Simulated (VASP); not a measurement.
Input for VASP

### INCAR
```
ALGO = Normal
EDIFF = 1E-7
ENCUT = 520
GGA = PE
ISIF = 2
ISMEAR = -5
IVDW = 13
LASPH = T
LCHARG = T
LEFG = T
LMAXMIX = 4
LORBIT = 11
LREAL = F
LWAVE = F
NEDOS = 601
NELM = 100
PREC = Accurate
SYSTEM = CsPbBr3
```

**KPOINTS**
```
Automatic mesh
0
Gamma
4 4 4
0 0 0
```

**POSCAR**
```
CsPbBr3
1
    5.9275181362     0.0000000000    -0.0000000000
    0.0000000000     5.9275181362     0.0000000000
   -0.0000000000    -0.0000000000     5.9275181362
Cs Pb Br
1 1 3
Direct
  0.0000000000   0.0000000000   0.0000000000
  0.5000000000   0.5000000000   0.5000000000
  0.5000000000   0.0000000000   0.5000000000
  0.0000000000   0.5000000000   0.5000000000
  0.5000000000   0.5000000000   0.0000000000
```

POTCAR, in this order: Cs_sv Pb_d Br (PBE.64 set). Program: vasp_std.

Task: Write an equivalent input for Ansatz.

Result: One equivalent input (not run):
Ansatz 0.2 input:
```yaml
crystal:
  lattice:
    - [5.9275181, 0.0000000, 0.0000000]
    - [0.0000000, 5.9275181, 0.0000000]
    - [0.0000000, 0.0000000, 5.9275181]
  atoms:
    - { symbol: Cs, position: [0.0000000, 0.0000000, 0.0000000] }
    - { symbol: Pb, position: [0.5000000, 0.5000000, 0.5000000] }
    - { symbol: Br, position: [0.5000000, 0.0000000, 0.5000000] }
    - { symbol: Br, position: [0.0000000, 0.5000000, 0.5000000] }
    - { symbol: Br, position: [0.5000000, 0.5000000, 0.0000000] }
kpoints:
  mp_grid: { grid: [4, 4, 4] }
hamiltonian:
  xc: pbe
  dispersion: d4
  pseudopotentials: { kind: paw }
scf:
  occupations: { method: tetrahedron }
  max_iter: 100
output: { forces: true, stress: true, eigenvalues: true }
```
The two are equivalent in intent, not identical: each code has its own PAW files, so the cut-off isn't converted (ENCUT is set for VASP's; basis.ecutwfc is left out, and Ansatz then takes the one that its files recommend); Ansatz stops its SCF on the density residual and VASP on the energy change (EDIFF); the field gradients of LEFG aren't asked of the other code.

The compound is CsPbBr3 in the cubic perovskite structure, the ideal cubic form; the compound distorts at low or room temperature. It was relaxed first.
